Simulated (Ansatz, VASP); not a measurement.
## Cross-check of SrTiO3 (Tausonite) between VASP and Ansatz

Aim: how closely do two programs agree when they are given the same cell, functional and k mesh?

Program: Ansatz 0.2.0. Level of theory: plane waves, with VASP 6.6.1 beside it; single point at PBEsol, dielectric response at LDA and dielectric response at RPBE. Results are calculated unless marked as measured.

### 1. The starting structure

Symmetry: Pm-3m, No. 221, cubic system. The conventional cell has a = 3.905 Å, b = 3.905 Å, c = 3.905 Å, α = 90.00°, β = 90.00°, γ = 90.00°. Nearest to Sr lie 12 O at 2.76 Å. Nearest to Ti lie 6 O at 1.95 Å. Nearest to O lie 2 Ti at 1.95 Å and 4 Sr at 2.76 Å. Farther neighbours and most contacts between anions are not listed.

### 2. VASP: single point, PBEsol

A single point gives forces, pressure and levels at one fixed geometry, so differences don't come from the geometry; what else differs is listed under the comparison.

Lines of VASP's logs that name or quote its potential files are left out, and so is its time.

INCAR reads:

```
SYSTEM = SrTiO3
PREC = Accurate
ENCUT = 520
EDIFF = 1E-05
NELM = 100
ISMEAR = 0
SIGMA = 0.05
LREAL = .FALSE.
ALGO = Normal
GGA = PS
NBANDS = 26
LASPH = .TRUE.
LORBIT = 11
LWAVE = .FALSE.
LCHARG = .FALSE.
KPAR = 16
```

POSCAR reads:

```
SrTiO3
1.0
    3.9052800000      0.0000000000      0.0000000000
    0.0000000000      3.9052800000      0.0000000000
    0.0000000000      0.0000000000      3.9052800000
Sr Ti O
1 1 3
Direct
    0.5000000000      0.5000000000      0.5000000000
    0.0000000000      0.0000000000      0.0000000000
    0.0000000000      0.0000000000      0.5000000000
    0.0000000000      0.5000000000      0.0000000000
    0.5000000000      0.0000000000      0.0000000000
```

KPOINTS reads:

```
Automatic mesh
0
Gamma
6 6 6
0 0 0
```

PAW data sets: Sr_sv, Ti_sv and O (PBE family, release 64).

On the command line:

```bash
mpirun -np 16 vasp_std
```

Numbers of over 12 decimals in the logs are rounded to 6 here.

Log:

```text
[banner, memory and clock lines left out]
running   16 mpi-ranks, on    1 nodes
 distrk:  each k-point on    1 cores,   16 groups
 distr:  one band on    1 cores,    1 groups

 POSCAR found type information on POSCAR SrTiO
 POSCAR found :  3 types and       5 ions
|                                                                             |
|           W    W    AA    RRRRR   N    N  II  N    N   GGGG   !!!           |
|           W    W   A  A   R    R  NN   N  II  NN   N  G    G  !!!           |
|           W    W  A    A  R    R  N N  N  II  N N  N  G       !!!           |
|           W WW W  AAAAAA  RRRRR   N  N N  II  N  N N  G  GGG   !            |
|           WW  WW  A    A  R   R   N   NN  II  N   NN  G    G                |
|           W    W  A    A  R    R  N    N  II  N    N   GGGG   !!!           |
|                                                                             |
|     For optimal performance we recommend to set                             |
|       NCORE = 2 up to number-of-cores-per-socket                            |
|     NCORE specifies how many cores store one orbital (NPAR=cpu/NCORE).      |
|     This setting can greatly improve the performance of VASP for DFT.       |
|     The default, NCORE=1 might be grossly inefficient on modern             |
|     multi-core architectures or massively parallel machines. Do your        |
|     Unfortunately you need to use the default for GW and RPA                |
|     calculations (for HF NCORE is supported but not extensively tested      |
|     yet).                                                                   |
|                                                                             |

|                                                                             |
|               ----> ADVICE to this user running VASP <----                  |
|                                                                             |
|     You enforced a specific xc type in the INCAR file but a different       |
|     [... a line on the potential file left out ...]
|     I HOPE YOU KNOW WHAT YOU ARE DOING!                                     |
|                                                                             |

 LDA part: xc-table for (Slater+PW92), standard interpolation
 POSCAR, INCAR and KPOINTS ok, starting setup
 FFT: planning ... GRIDC
 FFT: planning ... GRID_SOFT
 FFT: planning ... GRID
 WAVECAR not read
 entering main loop
       N       E                     dE             d eps       ncg     rms          rms(c)
DAV:   1     0.422877281806E+03    0.42288E+03   -0.21119E+04  1040   0.166E+03
DAV:   2    -0.103532683798E+02   -0.43323E+03   -0.41883E+03  1234   0.448E+02
DAV:   3    -0.495704610177E+02   -0.39217E+02   -0.39060E+02  1208   0.137E+02
DAV:   4    -0.516017170953E+02   -0.20313E+01   -0.20280E+01  1758   0.279E+01
DAV:   5    -0.516566942570E+02   -0.54977E-01   -0.54949E-01  1420   0.357E+00    0.268E+01
DAV:   6    -0.420875565647E+02    0.95691E+01   -0.56105E+01  1534   0.681E+01    0.157E+01
DAV:   7    -0.420989095993E+02   -0.11353E-01   -0.76426E+00  1284   0.206E+01    0.110E+01
DAV:   8    -0.421239087295E+02   -0.24999E-01   -0.19752E+00  1280   0.145E+01    0.321E+00
DAV:   9    -0.420221418502E+02    0.10177E+00   -0.48652E-01  1320   0.706E+00    0.103E+00
DAV:  10    -0.420276185752E+02   -0.54767E-02   -0.15987E-01  1288   0.253E+00    0.101E+00
DAV:  11    -0.420146993035E+02    0.12919E-01   -0.48597E-02  1550   0.203E+00    0.186E-01
DAV:  12    -0.420145547276E+02    0.14458E-03   -0.31489E-03  1258   0.482E-01    0.847E-02
DAV:  13    -0.420145726941E+02   -0.17967E-04   -0.54786E-04  1764   0.191E-01    0.475E-02
DAV:  14    -0.420145723339E+02    0.36017E-06   -0.88331E-05  1320   0.121E-01
   1 F= -.42014572E+02 E0= -.42014572E+02  d E =-.264207E-25
```

From OUTCAR (step 2):

```text
ion  position               nearest neighbor table
   1  0.500  0.500  0.500-   3 2.76   4 2.76   5 2.76   4 2.76   5 2.76   3 2.76   5 2.76   5 2.76
                             3 2.76   4 2.76   4 2.76   3 2.76   2 3.38   2 3.38   2 3.38   2 3.38
   2  0.000  0.000  0.000-   3 1.95   4 1.95   5 1.95   3 1.95   4 1.95   5 1.95   1 3.38   1 3.38
                             1 3.38   1 3.38   1 3.38   1 3.38   1 3.38   1 3.38
   3  0.000  0.000  0.500-   2 1.95   2 1.95   1 2.76   1 2.76   1 2.76   1 2.76
   4  0.000  0.500  0.000-   2 1.95   2 1.95   1 2.76   1 2.76   1 2.76   1 2.76
   5  0.500  0.000  0.000-   2 1.95   2 1.95   1 2.76   1 2.76   1 2.76   1 2.76

  LATTYP: Found a simple cubic cell.
 ALAT       =     3.9052800000

 Subroutine GETGRP returns: Found 48 space group operations
 (whereof 48 operations were pure point group operations)

The static configuration has the point symmetry O_h .

 Found     20 irreducible k-points:

   k-points           NKPTS =     20   k-points in BZ     NKDIM =     20   number of bands    NBANDS=     26

   dimension x,y,z NGX =    30 NGY =   30 NGZ =   30
   dimension x,y,z NGXF=    60 NGYF=   60 NGZF=   60

   ENCUT  =  520.0 eV  38.22 Ry    6.18 a.u.   7.26  7.26  7.26*2*pi/ulx,y,z

   NELECT =      40.0000    total number of electrons

 k-points in reciprocal lattice and weights: Automatic mesh
   0.00000000  0.00000000  0.00000000       0.005
   0.16666667  0.00000000  0.00000000       0.028
   0.33333333  0.00000000  0.00000000       0.028
   0.50000000  0.00000000  0.00000000       0.014
   0.16666667  0.16666667  0.00000000       0.056
   0.33333333  0.16666667  0.00000000       0.111
   0.50000000  0.16666667  0.00000000       0.056
   0.33333333  0.33333333  0.00000000       0.056
   0.50000000  0.33333333  0.00000000       0.056
[...]
0.50000000  0.50000000  0.33333333       0.028
   0.50000000  0.50000000  0.50000000       0.005

 average (electrostatic) potential at core
       1 -34.3267       2 -76.2710       3 -69.5161       4 -69.5161       5 -69.5161

 E-fermi :   4.3779

 k-point     1 :       0.0000    0.0000    0.0000
  band No.  band energies     occupation
    ...
     16       2.8344      2.00000
     17       2.8344      2.00000
     18       3.6616      2.00000
     19       3.6616      2.00000
     20       3.6616      2.00000
     21       5.8240      0.00000
     22       5.8240      0.00000
     23       5.8240      0.00000
     24       8.3559      0.00000
     25       8.3559      0.00000
    ...

 k-point     2 :       0.1667    0.0000    0.0000
  band No.  band energies     occupation
    ...
     16       2.4848      2.00000
     17       2.5934      2.00000
     18       2.8944      2.00000
     19       3.5100      2.00000
     20       3.5100      2.00000
     21       5.8667      0.00000
     22       6.4146      0.00000
     23       6.4146      0.00000
     24       8.3630      0.00000
     25       9.0956      0.00000
    ...

 k-point     3 :       0.3333    0.0000    0.0000
  band No.  band energies     occupation
    ...
     16       1.9004      2.00000
     17       1.9004      2.00000
     18       2.1756      2.00000
     19       3.3428      2.00000
     20       3.3428      2.00000
     21       5.9553      0.00000
     22       7.3676      0.00000
     23       7.3676      0.00000
     24       8.3707      0.00000
     25      10.1318      0.00000
    ...

  Total       -0.4480697     -0.4480697     -0.4480697      0.0000000     -0.0000000      0.0000000
  in kB      -12.0531230    -12.0531230    -12.0531230      0.0000000     -0.0000000      0.0000000
  external PRESSURE =     -12.0531230 kB  Pullay stress =       0.0000000 kB

  energy-cutoff  :      520.00
  volume of cell :       59.56
      direct lattice vectors                 reciprocal lattice vectors
     3.905280000  0.000000000  0.000000000     0.256063586  0.000000000  0.000000000
     0.000000000  3.905280000  0.000000000     0.000000000  0.256063586  0.000000000
     0.000000000  0.000000000  3.905280000     0.000000000  0.000000000  0.256063586

 POSITION                                       TOTAL-FORCE (eV/Angst)
 -----------------------------------------------------------------------------------
      1.95264      1.95264      1.95264         0.000000      0.000000      0.000000
      0.00000      0.00000      0.00000         0.000000      0.000000      0.000000
      0.00000      0.00000      1.95264         0.000000      0.000000      0.000000
      0.00000      1.95264      0.00000         0.000000      0.000000      0.000000
      1.95264      0.00000      0.00000         0.000000      0.000000      0.000000
 -----------------------------------------------------------------------------------
    total drift:                                0.000000     -0.000000      0.000000

  FREE ENERGIE OF THE ION-ELECTRON SYSTEM (eV)
  ---------------------------------------------------
  free  energy   TOTEN  =       -42.0145723339 eV

  energy  without entropy=      -42.0145723339  energy(sigma->0) =      -42.01457233

 total charge
# of ion       s       p       d       tot
------------------------------------------
    1        1.997   5.760   0.205   7.962
    2        2.234   6.326   1.772  10.331
    3        1.559   3.472   0.000   5.032
    4        1.559   3.472   0.000   5.032
    5        1.559   3.472   0.000   5.032
--------------------------------------------------
tot          8.909  22.503   1.976  33.389

[... 3 further parts left out ...]
```

This run has no spin polarisation, so a moment on Ti, if there is one, isn't seen.

### 3. Ansatz: single point, PBEsol

Ansatz runs on its default PAW (the set named soft_2) files.

The same cell, functional, mesh and smearing now go to Ansatz, which takes its cutoff from its data sets.

input.yaml reads:

```yaml
crystal:
  lattice:
    - [3.90528, 0.0, 0.0]
    - [0.0, 3.90528, 0.0]
    - [0.0, 0.0, 3.90528]
  atoms:
    - { symbol: Sr, position: [0.5, 0.5, 0.5] }
    - { symbol: Ti, position: [0.0, 0.0, 0.0] }
    - { symbol: O, position: [0.0, 0.0, 0.5] }
    - { symbol: O, position: [0.0, 0.5, 0.0] }
    - { symbol: O, position: [0.5, 0.0, 0.0] }
hamiltonian:
  xc: pbesol
  pseudopotentials: { kind: paw }
kpoints:
  mp_grid: { grid: [6, 6, 6] }
scf:
  occupations: { method: gaussian, width: 0.05 }
  n_extra_bands: 5
output:
  forces: true
  stress: true
  eigenvalues: true
  write_density: true
  write_potential: true
  elf: true
  volumetric_format: npy
```

On the command line:

```bash
ansatz run input.yaml --threads 2 --pin off --max-ram 4608MiB --backend cpu --events-out ev --progress --plain --runs-dir out
```

Log:

```text
scf.n_extra_bands = 5 over 20 filled bands (N_el = 40.0): the run solves 25 bands
Engine: ansatz 0.2.0, aarch64-unknown-linux-gnu
Pseudopotentials: kind: paw
Pseudopotential: Sr, paw, valence charge 10, recommended cutoff 420 eV (normal), Sr.paw.azcp
Pseudopotential: Ti, paw, valence charge 12, recommended cutoff 420 eV (normal), Ti.paw.azcp
Pseudopotential: O, paw, valence charge 6, recommended cutoff 420 eV (normal), O.paw.azcp
Functional definition: PBEsol
  exchange = pbesol_x
  correlation = pbesol_c
Crystal: 5 atoms, lattice volume = 59.560 Å³
Basis set: ecut = 420 eV, 1189 PW (Γ), exchange–correlation on 54×54×54 points (8 copies of the dense FFT grid, shifted against one another)
Bands: 25, of which v1, the nominal top of the filled ones, is band 20 counted from 1 (19 counted from 0)
Symmetry: 48 space group operations
Space group: Pm-3m (ITA 221), of the structure as read, at distance tolerance 3.9e-5 Å
k-points: 20 of 216
Non-local potential: Sr, projectors of the file, l = 0: 3, l = 1: 2, l = 2: 2
Non-local potential: Ti, projectors of the file, l = 0: 3, l = 1: 2, l = 2: 3, l = 3: 1
Non-local potential: O, projectors of the file, l = 0: 2, l = 1: 2, l = 2: 1
PAW form: soft (Blöchl's): semilocal exchange-correlation on the pseudo side does not see the compensation charge
PAW frozen core: Sr, regenerated for the run's functional, and the local potential with it (the file was generated under x = pbe(κ = 0.804, μ = 0.219515), c = pbe(β = 0.066725))
PAW frozen core: Ti, regenerated for the run's functional, and the local potential with it (the file was generated under x = pbe(κ = 0.804, μ = 0.219515), c = pbe(β = 0.066725))
PAW frozen core: O, regenerated for the run's functional, and the local potential with it (the file was generated under x = pbe(κ = 0.804, μ = 0.219515), c = pbe(β = 0.066725))
PAW one-centre angular grid: Sr, 110 points (default); XC on 64 Gauss nodes
PAW one-centre angular grid: Ti, 590 points (default); XC on 64 Gauss nodes
PAW one-centre angular grid: O, 110 points (default); XC on 64 Gauss nodes
Initial density: superposition of atomic densities (neutral atoms: chi_scale 0, normalization atom), corrected by the library's trained network
Initial wavefunctions: pseudopotential atomic-orbital guess
Functional: x = pbesol(κ = 0.804, μ = 0.123457), c = pbesol(β = 0.046)
SCF iter   1: F=—  HF=-7657.269153 eV  |F-HF|=—  |Δ(HF+E_count)|=         —  Δρ=1.69e-2  dr2=1.44e-1  ethr=1.77e-3  ⟨swp⟩=7.0  Hψ=2593  notcnv=0
preconditioner: auto → Resta (q_TF=auto, 2.553 Å⁻¹)  ε∞=5.7  [insulator: Δε(μ)=1.632 eV  Ē_g=12.179 eV  σ=0.050 eV  W_gap=1.00  n_scr=18 (ndim 8)  ℏωp=26.4 eV  f_vac=0.000  D(μ)=0.00/eV (n_scr^D=0)  ε∞_Penn≈5.7]
SCF iter   2: F=—  HF=-7657.240318 eV  |F-HF|=—  |Δ(HF+E_count)|=   2.88e-2  Δρ=4.29e-3  dr2=1.25e-2  ethr=3.60e-4  ⟨swp⟩=2.0  Hψ=879  notcnv=0  defer=19
SCF iter   3: F=—  HF=-7657.238382 eV  |F-HF|=—  |Δ(HF+E_count)|=   1.94e-3  Δρ=1.39e-3  dr2=1.25e-3  ethr=3.13e-5  ⟨swp⟩=2.3  Hψ=671  notcnv=0  defer=20
SCF iter   4: F=—  HF=-7657.238214 eV  |F-HF|=—  |Δ(HF+E_count)|=   1.67e-4  Δρ=1.26e-4  dr2=4.53e-6  ethr=3.13e-6  ⟨swp⟩=1.9  Hψ=549  notcnv=0  defer=20
SCF iter   5: F=—  HF=-7657.238460 eV  |F-HF|=—  |Δ(HF+E_count)|=   2.45e-4  Δρ=2.91e-5  dr2=2.85e-7  ethr=1.13e-8  ⟨swp⟩=2.0  Hψ=871  notcnv=0  defer=20
SCF iter   6: F=-7657.238460 eV  HF=-7657.238460 eV  |F-HF|=2.02e-8  |Δ(HF+E_count)|=   3.72e-7  Δρ=5.77e-6  dr2=2.45e-8  ethr=2.50e-10  ⟨swp⟩=14.3  Hψ=3960  notcnv=0
SCF 1 converged in 6 iterations: F = -7657.238460 eV  dr2 = 2.45e-8
  greatest PAW one-centre occupation: 0.999 electrons in one spin orbital (limit 2), on the Ti atom at site 1 (counted from 0), in its partial waves of l = 0
SCF converged after 6 iterations
Free energy (F): -7657.238460 eV
Harris-Foulkes:  -7657.238460 eV  (|F-HF|=2.02e-8)
Internal energy: -7657.238460 eV  (E = F + TS)
E sigma→0 (E₀):  -7657.238460 eV
Fermi energy:    10.766370 eV
--- Per-component energies (eV) ---
  E_band       = -208.286444
  E_kinetic    = 1044.904564
  E_local      = -2380.818708  (includes V_loc(G=0)·N_el)
  E_nonlocal   = 351.398118
  E_hartree    = 829.691873
  E_xc         = -490.677865
  E_vxc        = -568.556866  (∫ρ·V_xc dr)
  E_paw        = -4121.028633  (= ΣΔE_a)
  E_vpaw       = -314.609004  (= ΣTr[D̂ρ^β])
  E_aug_tail   = 0.007536  (compensation charges beyond the density's cutoff)
  E_ewald      = -2891.094941
  E_core_change = 0.379595  (= ΣΔE_core)
  E_smearing   = -0.000000  (= −TS)
  E_closure    = 0.000000  (closes the sum)
  Σ components = -7657.238460   (vs F -7657.238460, Δ=0.00e0)
--- Forces (eV/Å), atoms counted from 1 ---
  atom   1  Sr     0.00000000    -0.00000000    -0.00000000
  atom   2  Ti    -0.00000000    -0.00000000    -0.00000000
  atom   3  O      0.00000000     0.00000000     0.00000000
  atom   4  O      0.00000000     0.00000000     0.00000000
  atom   5  O      0.00000000    -0.00000000    -0.00000000
  max |Σ_I F_I| component: 5.19e-29 eV/Å
--- Stress (GPa, compression-positive) ---
       -1.980204      -0.000000       0.000000
       -0.000000      -1.980204      -0.000000
        0.000000       0.000000      -1.980204
  P = ⅓ Tr σ = -1.9802 GPa (-19.802 kbar)
--- Band table (eV; the first three rows and the last of 20) ---
  k-point 0: bands = [... 16 lower, 8.6608, 9.5021, 9.5021, 9.5021, 11.6819, 11.6819, 11.6819, 14.2267, ... 1 higher]
  k-point 1: bands = [... 16 lower, 8.4256, 8.7343, 9.3503, 9.3503, 11.7236, 12.2702, 12.2702, 14.2335, ... 1 higher]
  k-point 2: bands = [... 16 lower, 7.7347, 8.0151, 9.1833, 9.1833, 11.8100, 13.2221, 13.2221, 14.2407, ... 1 higher]
  k-point 19: bands = [... 16 lower, 6.0837, 9.8508, 9.8508, 9.8508, 14.3446, 14.3446, 14.3446, 16.7448, ... 1 higher]
```

It took 1.7 s on 2 threads of Arm Neoverse V2, shared host; peak memory 0.34 GiB.

The run ends at a pressure of -1.98 GPa.

### 4. Side by side

Known differences besides the potentials themselves: the cutoff is 420 eV in Ansatz and 520 eV in VASP; Ansatz makes its cores anew for this functional, VASP keeps those of its PBE data sets. Total energies have different zeros and are not compared.

Compared:

```csv
quantity,Ansatz,VASP,difference
pressure (GPa),-1.98,-1.21,-0.77
pressure without Ansatz's Pulay correction (GPa),-2.60,-1.21,-1.40
gap on the k mesh (eV),1.831,1.803,+0.028
```

A gap on the mesh is an upper bound, since the band edges may lie between its points. Ansatz's pressure holds a Pulay correction of 0.62 GPa; VASP's holds none.

(Part 1 of 2 ends here.)

[Lines on the potential files, build, host, timing and source positions are cut from VASP's logs without a mark.]

[Logs are printed without paths, hosts, clocks, repeated set-up lines and the standing remarks that a program may print on its own settings, such as how far it seeks lower states.]

[Hosts, paths, dates, database ids (printed as entryN), source tags and the programs' standing remarks are cut or masked in the printed files.]
